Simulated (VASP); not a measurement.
The input files of a VASP run:

File KPOINTS:
```
Regular mesh
0
Gamma
 7 7 7
0 0 0
```

INCAR:
```
# general
SYSTEM  = KI
PREC    = Accurate
ENCUT   = 500   # plane-wave cut-off (eV)
LREAL   = .False.
LASPH   = .True.   # aspherical one-centre terms

# electronic loop
EDIFF   = 1E-6   # SCF stop (eV)
NELM    = 100
ALGO    = Normal
LMAXMIX = 4   # l cut-off of mixed one-centre charges

# smearing
ISMEAR  = 0   # Gaussian
SIGMA   = 0.05   # width (eV)

# functional
GGA     = PS   # PBEsol

# ions
IBRION  = 2
NSW     = 40   # most ionic steps
ISIF    = 3   # ions, shape and volume
EDIFFG  = -0.02
PSTRESS = 100   # kbar

# output
LWAVE   = .False.
LCHARG  = .False.
```

**POSCAR**
```
KI
1
    0.0000000000     3.2496865215     3.2496865215
    3.2496865215     0.0000000000     3.2496865215
    3.2496865215     3.2496865215     0.0000000000
K I
1 1
Direct
  0.0000000000   0.0000000000   0.0000000000
  0.5000000000   0.5000000000   0.5000000000
```

POTCAR, in this order: K_sv I (PBE.64 set). Program: vasp_std.

### Question
Write an equivalent input for Ansatz.

### Answer
One equivalent input (not run):
Ansatz 0.2 input:
```yaml
crystal:
  lattice:
    - [0.0000000, 3.2496865, 3.2496865]
    - [3.2496865, 0.0000000, 3.2496865]
    - [3.2496865, 3.2496865, 0.0000000]
  atoms:
    - { symbol: K, position: [0.0000000, 0.0000000, 0.0000000] }
    - { symbol: I, position: [0.5000000, 0.5000000, 0.5000000] }
kpoints:
  mp_grid: { grid: [7, 7, 7] }
hamiltonian:
  xc: pbesol
  pseudopotentials: { kind: paw }
scf:
  occupations: { method: gaussian, width: 0.05 }
  max_iter: 100
relax:
  max_steps: 40
  f_tol: 0.02
  cell: { p_target: 10 }
output: { forces: true, stress: true, eigenvalues: true }
```
What does not carry over: each code has its own PAW files, so the cut-off isn't converted (ENCUT is set for VASP's; basis.ecutwfc is left out, and Ansatz then takes the one that its files recommend); Ansatz stops its SCF on the density residual and VASP on the energy change (EDIFF).

The compound is KI in the rock salt structure. This run relaxes it under an external pressure of 10 GPa. Symmetry was kept, so distortions that lower it aren't found.
